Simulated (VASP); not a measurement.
Given:

```
Nb
1.0
   -1.65000     1.65000     1.65000
    1.65000    -1.65000     1.65000
    1.65000     1.65000    -1.65000
Nb
1
Direct
  0.00000   0.00000   0.00000
```

Calculation: LDA (Ceperley-Alder, Perdew-Zunger), VASP's LDA PAW potentials (set 64) (plane waves; VASP 6.6.1). Settings: 520 eV cut-off, 14×14×14 Γ-centred mesh, first-order Methfessel-Paxton smearing of 0.10 eV, potentials Nb_sv.

Energy and stress use the plane-wave basis of the starting cell.

Question: The ions, cell shape and volume are relaxed. Which structure does the run end with?

Answer: 
```
Nb
1.0
   -1.62309     1.62309     1.62309
    1.62309    -1.62309     1.62309
    1.62309     1.62309    -1.62309
Nb
1
Cartesian
  0.00000   0.00000   3.24618
```
Space group Im-3m (229), at a tolerance of 0.03 Å.

Question: How do energy and volume change from the first to the last step?

Answer: The energy (σ→0) changes by -23.9 meV/atom and the volume by -4.8 %, in 4 ionic steps.

The compound is Nb in the bcc structure. This run relaxes it. Symmetry was kept, so distortions that lower it aren't found.
